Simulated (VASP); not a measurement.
Method: AM05 GGA, VASP's PBE PAW potentials (set 64) (plane waves; VASP).

VASP ran on this input.

File POSCAR:
```
Nb
1.0
 -1.6335769061   1.6335769061   1.6335769061
  1.6335769061  -1.6335769061   1.6335769061
  1.6335769061   1.6335769061  -1.6335769061
Nb
1
Cart
  0.0000000000   0.0000000000   0.0000000000
```

### KPOINTS
```
Automatic mesh
0
Gamma
  17 17 17
0 0 0
```

**INCAR**
```
LASPH=.TRUE.   ! aspherical one-centre terms
LREAL=.FALSE.   ! projection in real space or not
LWAVE=.FALSE.
LMAXMIX=4   ! l cut-off of mixed one-centre charges
NELM=100
ALGO=Normal
PREC=Accurate
NEDOS=601   ! DOS grid
ISIF=2
ISMEAR=-5   ! tetrahedra, Bloechl
LORBIT=11   ! lm-projected
LCHARG=.TRUE.
EDIFF=1E-7
ENCUT=520
GGA=AM   ! AM05
SYSTEM=Nb
```

POTCAR, in this order: Nb_sv (PBE.64 set). Program: vasp_std.

The run wrote:

File OSZICAR:
```
       N       E                     dE             d eps       ncg     rms          rms(c)
DAV:   1     0.115784005261E+03    0.11578E+03   -0.75370E+03  3316   0.130E+03
DAV:   2    -0.592708717565E+01   -0.12171E+03   -0.11888E+03  3560   0.448E+02
DAV:   3    -0.108978538799E+02   -0.49708E+01   -0.47711E+01  4960   0.769E+01
DAV:   4    -0.111549932858E+02   -0.25714E+00   -0.25420E+00  4606   0.155E+01
DAV:   5    -0.111651378250E+02   -0.10145E-01   -0.10125E-01  5072   0.260E+00    0.748E+00
DAV:   6    -0.107573304991E+02    0.40781E+00   -0.79091E-01  5106   0.120E+01    0.263E+00
DAV:   7    -0.107063831746E+02    0.50947E-01   -0.24357E-01  5170   0.653E+00    0.969E-01
DAV:   8    -0.107107547337E+02   -0.43716E-02   -0.13790E-02  3736   0.181E+00    0.522E-02
DAV:   9    -0.107108127066E+02   -0.57973E-04   -0.11492E-03  5858   0.393E-01    0.469E-02
DAV:  10    -0.107108335767E+02   -0.20870E-04   -0.21590E-05  3864   0.699E-02    0.197E-02
DAV:  11    -0.107108321580E+02    0.14187E-05   -0.92408E-06  3704   0.610E-02    0.326E-03
DAV:  12    -0.107108321359E+02    0.22117E-07   -0.86207E-07  5176   0.951E-03
   1 F= -.10710832E+02 E0= -.10710832E+02  d E =0.000000E+00
```

OUTCAR:
```
------------------------ aborting loop because EDIFF is reached ----------------------------------------
  FORCE on cell =-STRESS in cart. coord.  units (eV):
  Direction    XX          YY          ZZ          XY          YZ          ZX
  --------------------------------------------------------------------------------------
  Total       -0.0158388     -0.0158388     -0.0158388      0.0000000      0.0000000      0.0000000
  in kB       -1.4553043     -1.4553043     -1.4553043      0.0000000      0.0000000      0.0000000
  external PRESSURE =      -1.4553043 kB  Pullay stress =       0.0000000 kB
  volume of cell :       17.44
      direct lattice vectors                 reciprocal lattice vectors
    -1.633576906  1.633576906  1.633576906     0.000000000  0.306076805  0.306076805
     1.633576906 -1.633576906  1.633576906     0.306076805  0.000000000  0.306076805
     1.633576906  1.633576906 -1.633576906     0.306076805  0.306076805  0.000000000
 POSITION                                       TOTAL-FORCE (eV/Angst)
 -----------------------------------------------------------------------------------
      0.00000      0.00000      0.00000         0.000000     -0.000000     -0.000000
 -----------------------------------------------------------------------------------
    total drift:                               -0.000000      0.000000      0.000000
  FREE ENERGIE OF THE ION-ELECTRON SYSTEM (eV)
  ---------------------------------------------------
  free  energy   TOTEN  =       -10.7108321359 eV

  energy  without entropy=      -10.7108321359  energy(sigma->0) =      -10.71083214

 total charge

# of ion       s       p       d       tot
------------------------------------------
    1        2.227   6.001   2.529  10.758
```
(Selected blocks of OUTCAR.)

For a metal the tetrahedron method with Blöchl corrections gives inexact stress and forces.

The compound is Nb in the bcc structure. It was relaxed first.
